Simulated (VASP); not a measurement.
# Sc: convergence with the k-mesh and SCF threshold

Aim: find how far the k-mesh and SCF threshold must be pushed for Sc, and what that costs. The series runs use PBEsol. The k-mesh tried: 2 2 1; 3 3 2; 4 4 2; 5 5 3; 7 7 4; 9 9 5; 11 11 6; 14 14 8. The SCF threshold tried: EDIFF = 0.01; EDIFF = 0.001; EDIFF = 1E-04; EDIFF = 1E-05; EDIFF = 1E-06; EDIFF = 1E-08. The start is a cell from a database of measured crystal structures.

Program: VASP 6.6.1. Level of theory: PBEsol; plane waves and PAW (Sc_sv). Results are calculated unless marked as measured.

Most raw output is cut from this account.

### Step 1. The starting structure

The structure is hexagonal, space group P6_3/mmc (No. 194). Conventional cell: a = 3.309 Å, b = 3.309 Å, c = 5.273 Å, α = 90.00°, β = 90.00°, γ = 120.00°. Nearest to Sc lie 12 Sc at 3.26 to 3.31 Å.

Structure file:

```xyz
2
Lattice="3.3090 0.0000 0.0000 -1.6545 2.8657 0.0000 0.0000 0.0000 5.2733" Properties=species:S:1:pos:R:3 pbc="T T T"
Sc    0.0000    1.9105    1.3183
Sc    1.6545    0.9552    3.9550
```

### Step 2. K-mesh: 2 2 1

The sum over the zone converges with the mesh, fast for insulators and slowly for metals. PBEsol restores the gradient expansion of exchange and is tuned for the cells of solids.

Contents of INCAR:

```
SYSTEM = Sc
PREC = Accurate
ENCUT = 400
EDIFF = 1E-06
NELM = 100
ISMEAR = -1
SIGMA = 0.05
LREAL = .FALSE.
ALGO = Normal
GGA = PS
NBANDS = 17
LASPH = .TRUE.
LORBIT = 11
LWAVE = .FALSE.
LCHARG = .FALSE.
NCORE = 2
ISIF = 2
```

Contents of POSCAR:

```
Sc
1.0
    3.3090000000      0.0000000000      0.0000000000
   -1.6545000000      2.8656780611      0.0000000000
    0.0000000000      0.0000000000      5.2733000000
Sc
2
Direct
    0.3333333333      0.6666666667      0.2500000000
    0.6666666667      0.3333333333      0.7500000000
```

Contents of KPOINTS:

```
Automatic mesh
0
Gamma
2 2 1
0 0 0
```

PAW data sets: Sc_sv (PBE family, release 64).

Run with:

```bash
mpirun -np 2 vasp_std
```

Run time: 1.8 s. Hardware: 2 MPI ranks of Intel Xeon 6975P-C (Granite Rapids), shared host; peak memory 0.22 GiB; 2.5 s of CPU time.

The PAW data sets were made with PBE, which is usual practice but a small mismatch for other functionals.

Numbers from this step:

| Quantity | Value |
| --- | --- |
| SCF cycles | 12 |
| electrons | 22 |
| bands | 17 |
| irreducible k-points | 2 |
| symmetry operations | 24 |
| free energy (TOTEN) | -13.88 eV |
| energy at zero smearing | -13.86 eV |
| Fermi energy | 3.181 eV |
| pressure | -10.88 GPa |
| metallic | yes |

The series starts at -6.9295 eV an atom and -10.88 GPa, after 12 cycles in 1.8 s.

### Step 3. K-mesh: 3 3 2

Edit INCAR of step 2 so:

```diff
@@ -15,3 +15,3 @@
 LCHARG = .FALSE.
-NCORE = 2
+KPAR = 2
 ISIF = 2
```

POSCAR is that of step 2.

Contents of KPOINTS:

```
Automatic mesh
0
Gamma
3 3 2
0 0 0
```

Run with:

```bash
mpirun -np 2 vasp_std
```

It took 2.4 s on 2 MPI ranks; peak memory 0.26 GiB.

Against the run before the energy moves by +419.89 meV an atom and the pressure by +7.61 GPa, after 12 cycles in 2.4 s.

### Step 4. K-mesh: 4 4 2

INCAR is that of step 3.

POSCAR is that of step 3.

Contents of KPOINTS:

```
Automatic mesh
0
Gamma
4 4 2
0 0 0
```

Run with:

```bash
mpirun -np 2 vasp_std
```

Wall time 2.6 s (2 MPI ranks); peak memory 0.26 GiB.

Against the run before the energy moves by -91.55 meV an atom and the pressure by +0.79 GPa, after 13 cycles in 2.6 s.

### Step 5. K-mesh: 5 5 3

INCAR is that of step 4.

POSCAR is that of step 4.

Contents of KPOINTS:

```
Automatic mesh
0
Gamma
5 5 3
0 0 0
```

Run with:

```bash
mpirun -np 2 vasp_std
```

Wall time 3 s (2 MPI ranks); peak memory 0.26 GiB; 5 s of CPU time.

Against the run before the energy moves by +33.69 meV an atom and the pressure by +0.03 GPa, after 13 cycles in 3 s.

### Step 6. K-mesh: 7 7 4

INCAR is that of step 5.

POSCAR is that of step 5.

Contents of KPOINTS:

```
Automatic mesh
0
Gamma
7 7 4
0 0 0
```

Run with:

```bash
mpirun -np 2 vasp_std
```

Elapsed: 4.6 s, on 2 MPI ranks; peak memory 0.28 GiB; 8 s of CPU time.

Against the run before the energy moves by -27.86 meV an atom and the pressure by -0.57 GPa, after 13 cycles in 4.6 s.

### Step 7. K-mesh: 9 9 5

INCAR is that of step 6.

POSCAR is that of step 6.

Contents of KPOINTS:

```
Automatic mesh
0
Gamma
9 9 5
0 0 0
```

Run with:

```bash
mpirun -np 2 vasp_std
```

Elapsed: 6 s, on 2 MPI ranks; peak memory 0.29 GiB.

Against the run before the energy moves by +5.08 meV an atom and the pressure by +0.17 GPa, after 13 cycles in 6 s.

### Step 8. K-mesh: 11 11 6

INCAR is that of step 7.

POSCAR is that of step 7.

Contents of KPOINTS:

```
Automatic mesh
0
Gamma
11 11 6
0 0 0
```

Run with:

```bash
mpirun -np 2 vasp_std
```

The job ended after 8.4 s (2 MPI ranks; peak memory 0.31 GiB).

Against the run before the energy moves by -0.05 meV an atom and the pressure by -0.04 GPa, after 13 cycles in 8.4 s.

### Step 9. K-mesh: 14 14 8

INCAR is that of step 8.

POSCAR is that of step 8.

Contents of KPOINTS:

```
Automatic mesh
0
Gamma
14 14 8
0 0 0
```

Run with:

```bash
mpirun -np 2 vasp_std
```

It took 13 s on 2 MPI ranks; peak memory 0.35 GiB; 25 s of CPU time.

Against the run before the energy moves by +0.10 meV an atom and the pressure by +0.01 GPa, after 13 cycles in 13 s.

### Step 10. The k-mesh series as a table

This step: convergence of PBEsol results with the mesh; plane waves and PAW (VASP 6.6.1).

This step runs nothing: it gathers the runs above.

Differences are taken from the run with 14 14 8. Results of the series, by row:

```csv
setting,status,energy less the reference (meV/atom),pressure (GPa),SCF cycles,wall time (s)
2 2 1,converged,-339.3,-10.88,12,1.8
3 3 2,converged,80.6,-3.274,12,2.4
4 4 2,converged,-10.95,-2.481,13,2.6
5 5 3,converged,22.74,-2.454,13,3
7 7 4,converged,-5.123,-3.026,13,4.6
9 9 5,converged,-0.04754,-2.856,13,6
11 11 6,converged,-0.09897,-2.894,13,8.4
14 14 8,converged,0,-2.883,13,13
```

### Step 11. SCF threshold: EDIFF = 0.01

This step: PBEsol; plane waves and PAW (Sc_sv) (VASP 6.6.1).

EDIFF stops the electronic loop; forces need it tighter than energies do.

Edit INCAR of step 9 so:

```diff
@@ -3,3 +3,3 @@
 ENCUT = 400
-EDIFF = 1E-06
+EDIFF = 0.01
 NELM = 100
```

POSCAR is that of step 9.

Contents of KPOINTS:

```
Automatic mesh
0
Gamma
7 7 4
0 0 0
```

Run with:

```bash
mpirun -np 2 vasp_std
```

Run time: 3.2 s. Hardware: 2 MPI ranks; peak memory 0.28 GiB; 5.4 s of CPU time.

The k-mesh is coarse for a metal.

Numbers from this step:

| Property | Result |
| --- | --- |
| SCF cycles | 9 |
| irreducible k-points | 24 |
| free energy (TOTEN) | -13.21 eV |
| energy at zero smearing | -13.19 eV |
| Fermi energy | 3.495 eV |
| pressure | -3.730 GPa |

The series starts at -6.5952 eV an atom and -3.73 GPa, after 9 cycles in 3.2 s.

### Step 12. SCF threshold: EDIFF = 0.001

Edit INCAR of step 11 so:

```diff
@@ -3,3 +3,3 @@
 ENCUT = 400
-EDIFF = 0.01
+EDIFF = 0.001
 NELM = 100
```

POSCAR is that of step 11.

KPOINTS is that of step 11.

Run with:

```bash
mpirun -np 2 vasp_std
```

It took 3.8 s on 2 MPI ranks; peak memory 0.28 GiB.

Against the run before the energy moves by -0.12 meV an atom and the pressure by +0.59 GPa, after 10 cycles in 3.8 s.

### Step 13. SCF threshold: EDIFF = 1E-04

Edit INCAR of step 12 so:

```diff
@@ -3,3 +3,3 @@
 ENCUT = 400
-EDIFF = 0.001
+EDIFF = 1E-04
 NELM = 100
```

POSCAR is that of step 12.

KPOINTS is that of step 12.

Run with:

```bash
mpirun -np 2 vasp_std
```

Wall time 3.6 s (2 MPI ranks); peak memory 0.28 GiB; 6.2 s of CPU time.

Against the run before the energy stays within 0.01 meV an atom; the pressure moves by +0.01 GPa, after 10 cycles in 3.6 s.

### Step 14. SCF threshold: EDIFF = 1E-05

Edit INCAR of step 13 so:

```diff
@@ -3,3 +3,3 @@
 ENCUT = 400
-EDIFF = 1E-04
+EDIFF = 1E-05
 NELM = 100
```

POSCAR is that of step 13.

KPOINTS is that of step 13.

Run with:

```bash
mpirun -np 2 vasp_std
```

Elapsed: 3.8 s, on 2 MPI ranks; peak memory 0.27 GiB; 6.8 s of CPU time.

Against the run before the energy stays within 0.01 meV an atom; the pressure moves by +0.12 GPa, after 11 cycles in 3.8 s.

### Step 15. SCF threshold: EDIFF = 1E-06

Edit INCAR of step 14 so:

```diff
@@ -3,3 +3,3 @@
 ENCUT = 400
-EDIFF = 1E-05
+EDIFF = 1E-06
 NELM = 100
```

POSCAR is that of step 14.

KPOINTS is that of step 14.

Run with:

```bash
mpirun -np 2 vasp_std
```

Run time: 4.2 s. Hardware: 2 MPI ranks; peak memory 0.27 GiB.

Against the run before the energy stays within 0.01 meV an atom; the pressure moves by -0.02 GPa, after 13 cycles in 4.2 s.

### Step 16. SCF threshold: EDIFF = 1E-08

Edit INCAR of step 15 so:

```diff
@@ -3,3 +3,3 @@
 ENCUT = 400
-EDIFF = 1E-06
+EDIFF = 1E-08
 NELM = 100
```

POSCAR is that of step 15.

KPOINTS is that of step 15.

Run with:

```bash
mpirun -np 2 vasp_std
```

Elapsed: 4.4 s, on 2 MPI ranks; peak memory 0.28 GiB; 7.9 s of CPU time.

Against the run before the energy stays within 0.01 meV an atom and the pressure within 0.01 GPa, after 13 cycles in 4.4 s.

### Step 17. The SCF threshold series as a table

This step: convergence of PBEsol results with the threshold; plane waves and PAW (VASP 6.6.1).

This step runs nothing: it gathers the runs above.

Differences are taken from the run with EDIFF = 1E-08. Results of the series, by row:

```csv
setting,status,energy less the reference (meV/atom),pressure (GPa),SCF cycles,wall time (s)
EDIFF = 0.01,converged,0.1248,-3.73,9,3.2
EDIFF = 0.001,converged,0.00235,-3.138,10,3.8
EDIFF = 1E-04,converged,0.00209,-3.128,10,3.6
EDIFF = 1E-05,converged,8.25e-4,-3.006,11,3.8
EDIFF = 1E-06,converged,-4.00e-5,-3.026,13,4.2
EDIFF = 1E-08,converged,0,-3.023,13,4.4
```

### Step 18. Results

- k-mesh from which the energy stays within 10 meV/atom of the reference: 7 7 4
- k-mesh from which the energy stays within 1 meV/atom of the reference: 9 9 5
- k-mesh from which the pressure stays within 0.2 GPa of the reference: 7 7 4
- spread of the pressure over the k-mesh: 8.43 GPa
- spread of the energy over the k-mesh: 420 meV/atom
- SCF threshold from which the energy stays within 10 meV/atom of the reference: EDIFF = 0.01
- SCF threshold from which the energy stays within 1 meV/atom of the reference: EDIFF = 0.01
- SCF threshold from which the pressure stays within 0.2 GPa of the reference: EDIFF = 0.001
- spread of the pressure over the SCF threshold: 0.724 GPa
- spread of the energy over the SCF threshold: 0.125 meV/atom

What this shows: From 9 9 5 on, the energy stays within 1 meV an atom of the reference, at 46 % of its time. The pressure holds within 0.2 GPa from 7 7 4 on. The energy swings above and below the reference, since the sum over k-points is not variational. A metal's Fermi surface slows this convergence. From EDIFF = 0.01 on, the energy stays within 1 meV an atom of the reference, at 73 % of its time. The pressure holds within 0.2 GPa from EDIFF = 0.001 on. The loosest stop saves 4 of 13 cycles and costs +0.1 meV an atom, -0.71 GPa. Differences are taken from the run with 14 14 8, which is itself not the exact limit. Forces vanish by symmetry in this cell, so the series can't test them. The runs at 2 2 1; 3 3 2 are over 30 meV an atom or 2 GPa off and describe the material poorly.

[Lines on the potential files, build, host, timing and source positions are cut from VASP's logs without a mark.]

[Logs are printed without paths, hosts, clocks, repeated set-up lines and the standing remarks that a program may print on its own settings, such as how far it seeks lower states.]

[Hosts, paths, dates, database ids (printed as entryN), source tags and the programs' standing remarks are cut or masked in the printed files.]

[A measured line is paired with the nearest computed mode of its activity, which favours agreement.]
